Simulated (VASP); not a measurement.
Input:

```yaml
crystal:
  lattice:
    - [-2.15978, 6.44227, 3.03890]
    - [2.15978, -6.44227, 3.03890]
    - [2.15978, 6.44227, -3.03890]
  atoms:
    - { symbol: In, position: [0.39982, 0.23909, 0.16073] }
    - { symbol: In, position: [0.07835, 0.23909, 0.83927] }
    - { symbol: Te, position: [0.68105, 0.03699, 0.64406] }
    - { symbol: Te, position: [0.39292, 0.03699, 0.35594] }
    - { symbol: Te, position: [0.94799, 0.94799, 0.00000] }
```

Computed with LDA (Ceperley-Alder, Perdew-Zunger), VASP's LDA PAW potentials (set 64) (plane waves; VASP). Numerical set-up: 400 eV cut-off, Gaussian smearing of 0.050 eV, potentials In_d Te.

Unless said otherwise, spin-orbit coupling is left out, though it shifts the bands of the heavy elements here.

### Question
Give the energies of bands 14 to 25 at the high-symmetry points, in eV from the valence-band maximum.

### Answer

```csv
band,Γ,X,F0,Λ0,R,W,S,T
14,-6.26,-6.21,-6.17,-5.83,-6.52,-6.47,-6.35,-6.45
15,-5.35,-4.75,-6.04,-5.61,-6.25,-6.35,-5.20,-5.87
16,-4.29,-3.15,-3.90,-3.74,-4.06,-4.35,-3.59,-3.61
17,-3.85,-2.98,-3.31,-2.44,-4.00,-3.69,-2.42,-3.50
18,-2.44,-2.87,-3.07,-2.38,-3.78,-3.42,-2.22,-3.24
19,-2.06,-2.56,-2.73,-1.77,-2.97,-2.74,-1.96,-2.81
20,-0.70,-1.93,-2.72,-1.62,-1.85,-2.62,-1.95,-2.60
21,-0.60,-1.47,-1.83,-1.48,-1.46,-1.57,-1.59,-1.99
22,-0.03,0.00,-1.73,-0.46,-0.76,-0.82,-0.59,-1.89
23,0.08,0.42,0.51,0.37,0.33,1.14,0.33,0.40
24,1.73,1.31,1.22,0.85,2.24,1.82,1.72,1.21
25,2.52,1.60,1.66,1.72,2.78,3.09,2.53,2.18
```

The gap is indirect, 0.08 eV, from the valence maximum at X to the conduction minimum at Γ.

The structure comes from a computed database's In2Te3 entry (Imm2); how it stands against other phases isn't given here. It was relaxed first, which changed the volume by -13 %.
